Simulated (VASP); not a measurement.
VASP ran on this input.

**INCAR**
```
ALGO  =  Normal
EDIFF  =  1E-6
ENCUT  =  400
GGA  =  PE
ISIF  =  2
ISMEAR  =  1
LASPH  =  .True.
LCHARG  =  .False.
LMAXMIX  =  6
LREAL  =  .False.
LWAVE  =  .False.
NELM  =  100
PREC  =  Accurate
SIGMA  =  0.1
SYSTEM  =  AuZn
```

### KPOINTS
```
Automatic mesh
0
Gamma
9 9 9
0 0 0
```

### POSCAR
```
AuZn
1
    3.1500000000     0.0000000000     0.0000000000
    0.0000000000     3.1500000000     0.0000000000
    0.0000000000     0.0000000000     3.1500000000
Zn Au
1 1
Direct
  0.5000000000   0.5000000000   0.5000000000
  0.0000000000   0.0000000000   0.0000000000
```

POTCAR, in this order: Zn Au (PBE.64 set). Program: vasp_std.

Problem. Translate this PBE calculation to Ansatz.

Solution. One equivalent input (not run):
Ansatz 0.2 input:
```yaml
crystal:
  lattice:
    - [3.1500000, 0.0000000, 0.0000000]
    - [0.0000000, 3.1500000, 0.0000000]
    - [0.0000000, 0.0000000, 3.1500000]
  atoms:
    - { symbol: Zn, position: [0.5000000, 0.5000000, 0.5000000] }
    - { symbol: Au, position: [0.0000000, 0.0000000, 0.0000000] }
kpoints:
  mp_grid: { grid: [9, 9, 9] }
hamiltonian:
  xc: pbe
  pseudopotentials: { kind: paw }
scf:
  occupations: { method: methfessel_paxton, width: 0.1 }
  max_iter: 100
output: { forces: true, stress: true, eigenvalues: true }
```
What does not carry over: each code has its own PAW files, so the cut-off isn't converted (ENCUT is set for VASP's; basis.ecutwfc is left out, and Ansatz then takes the one that its files recommend); Ansatz stops its SCF on the density residual and VASP on the energy change (EDIFF).

The compound is AuZn in the CsCl type structure. The cell was not relaxed at this level.
